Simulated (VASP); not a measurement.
# Pt under biaxial strain in the (111) plane

How do stress and energy of Pt follow biaxial strain in the (111) plane?

Main program and level: VASP 6.6.1; PBEsol; plane waves and PAW (Pt), in the first sound run; inputs show where later runs differ.

Most raw output is cut from this account.

## (1) The starting structure

Symmetry: Fm-3m, No. 225, cubic system. Conventional cell: a = 3.920 Å, b = 3.920 Å, c = 3.920 Å, α = 90.00°, β = 90.00°, γ = 90.00°. Nearest to Pt lie 12 Pt at 2.77 Å.

Structure file:

```
Pt
1.0
     0.00000    1.96000    1.96000
     1.96000    0.00000    1.96000
     1.96000    1.96000    0.00000
Pt
1
Direct
  0.00000 0.00000 0.00000
```

## (2) Relax the crystal, PBEsol

The series starts from the cell that this level prefers, so that zero strain is near zero stress.

Level: PBEsol; plane waves and PAW (Pt).

INCAR reads:

```
SYSTEM = Pt
PREC = Accurate
ENCUT = 450
EDIFF = 1E-07
NELM = 120
ISMEAR = 1
SIGMA = 0.15
LREAL = .FALSE.
ALGO = Normal
GGA = PS
NBANDS = 11
LASPH = .TRUE.
LORBIT = 11
LWAVE = .FALSE.
LCHARG = .FALSE.
KPAR = 8
IBRION = 2
NSW = 40
ISIF = 3
EDIFFG = -0.005
POTIM = 0.4
```

POSCAR reads:

```
Pt
1.0
    0.0000000000      1.9600000000      1.9600000000
    1.9600000000      0.0000000000      1.9600000000
    1.9600000000      1.9600000000      0.0000000000
Pt
1
Direct
    0.0000000000      0.0000000000      0.0000000000
```

KPOINTS reads:

```
Automatic mesh
0
Gamma
26 26 26
0 0 0
```

Potentials, in the order of the species: Pt (PBE family, release 64).

The run is started by

```sh
$ mpirun -np 8 vasp_std
```

It took 26 s on 8 MPI ranks of Intel Xeon Platinum 8175M at 2.50GHz (Skylake/Cascade Lake), shared host; peak memory 1.5 GiB; 3.4 min of CPU time.

This run gave:

| Item | Value |
| --- | --- |
| energy(sigma→0) of the program | -6.9625 eV |
| stress, compression positive | 0.03 along [111], 0.03 across it (mean), GPa |
| volume | 15.016 Å³ |
| ionic steps | 3 |

## (3) Strain along the normal, PBEsol

One member in full: the plane is strained by -1.5 %, and the strain along the normal is moved by secant steps until the normal stress is under 0.012 GPa or five steps are spent; the atoms relax at each step.

This step took 4 runs, each at a new trial strain with the atoms of the one before; the last is shown.

Level: PBEsol; plane waves and PAW (Pt).

Edit INCAR of step 2 so:

```diff
@@ -15,7 +15,7 @@
 LCHARG = .FALSE.
-KPAR = 8
-IBRION = 2
-NSW = 40
-ISIF = 3
-EDIFFG = -0.005
-POTIM = 0.4
+KPAR = 2
+IBRION = 1
+NSW = 25
+ISIF = 2
+EDIFFG = -0.004
+POTIM = 0.3
```

POSCAR reads:

```
Pt
1.0
    0.0444521070      1.9731904510      1.9731904510
    1.9731904510      0.0444521070      1.9731904510
    1.9731904510      1.9731904510      0.0444521070
Pt
1
Direct
    0.0000000000      0.0000000000      0.0000000000
```

KPOINTS is that of step 2.

The run is started by

```sh
$ mpirun -np 2 vasp_std
```

Run time: 1.7 min. Hardware: 2 MPI ranks; peak memory 0.63 GiB; 3.4 min of CPU time.

Numbers from this step:

| Property | Result |
| --- | --- |
| energy(sigma→0) of the program | -6.9551 eV |
| stress, compression positive | 0.00 along [111], 5.66 across it (mean), GPa |
| ionic steps | 1 |

## (4) All members

The other members went through these steps as far as the tables show, with the same cutoff and, step by step, the same mesh; 31 runs are not shown. The session took 1.8 core hours (wall time by ranks) on a shared machine.

```csv
in-plane strain (%),strain along the normal (%),"in-plane stress, tension positive (GPa)","energy above the unstrained row, extrapolated to no smearing (meV/atom)"
-2.000,2.544,-7.957,13.776
-1.500,1.905,-5.663,7.447
-1.000,1.267,?,?
-0.500,0.634,-1.709,0.769
0,0.005,-0.001,0.000
0.500,-0.608,1.588,0.730
1.000,-1.202,3.097,2.853
1.500,-1.767,4.558,6.352
2.000,-2.307,5.973,11.191
```

## (5) A fit to the known rows

A least-squares parabola through the 8 rows shown, with e the strain in %: stress = − 0.2440 e² + 3.443 e − 0.01759 (GPa), r.m.s. residual 0.068 GPa.

For the withheld row, e = -1, the fit gives -3.704 GPa.

## (6) The withheld row

The calculation gives -3.590 GPa, so the prediction is 0.114 GPa too low, within twice the residual of the fit.

Slopes at zero strain, from cubics through all rows: strain ratio -1.241, stress over strain 330 GPa.

## (7) What came out

```json
{
  "error of the predicted stress": "-0.114 GPa",
  "ratio of normal to in-plane strain": "-1.241",
  "biaxial modulus": "330 GPa"
}
```

In words: As a check, the curvature of the energy gives 319 GPa for the same modulus (energy per volume = M × strain²), 3 % from the slope of the stress; these energies are extrapolated to no smearing, while the stress belongs to the free energy, so part of the difference may come from that. These are static values: temperature and zero-point motion are left out. In a metal the slopes also depend on mesh and smearing, which were held through the series.

[Lines on the potential files, build, host, timing and source positions are cut from VASP's logs without a mark.]

[Logs are printed without paths, hosts, clocks, repeated set-up lines and the standing remarks that a program may print on its own settings, such as how far it seeks lower states.]

[Hosts, paths, dates, database ids (printed as entryN), source tags and the programs' standing remarks are cut or masked in the printed files.]

[In band tables of VASP the shares of atoms and orbitals are scaled to a sum of 1 inside the atoms' spheres.]
